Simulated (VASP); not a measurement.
Here is the system:

```xyz
2
Lattice="4.6119 0.0000 0.0000 0.0000 4.6119 0.0000 0.0000 0.0000 4.6119" Properties=species:S:1:pos:R:3 pbc="T T T"
Cs     0.0000     0.0000     0.0000
I      2.3060     2.3060     2.3060
```

Computed with r2SCAN meta-GGA, VASP's PBE PAW potentials (set 64) (plane waves; VASP 6.6.1). Numerical set-up: 480 eV cut-off, 6×6×6 Γ-centred mesh, Gaussian smearing of 0.050 eV, potentials Cs_sv I.

Each relaxation starts from this cell; other phases were not tried.

### Question
The cell is relaxed at 5 GPa. What happens?

### Answer
The volume per atom goes from 49.05 to 39.12 Å³ (-20.2 %), and the cell becomes a = b = c = 4.2769 Å, α = β = γ = 90.00°, space group Pm-3m. The gap on the mesh goes from 4.49 to 4.22 eV.

### Question
The cell is relaxed at 20 GPa. What happens?

### Answer
The volume per atom goes from 49.05 to 30.32 Å³ (-38.2 %), and the cell becomes a = 3.9289 Å, b = 3.9289 Å, c = 3.9289 Å, α = 90.00°, β = 90.00°, γ = 90.00°, space group Pm-3m. The gap on the mesh goes from 4.49 to 3.18 eV.

Failed runs are left out, and for metals the shear rows, which the mesh's noise covers.

The compound is CsI in the CsCl type structure.
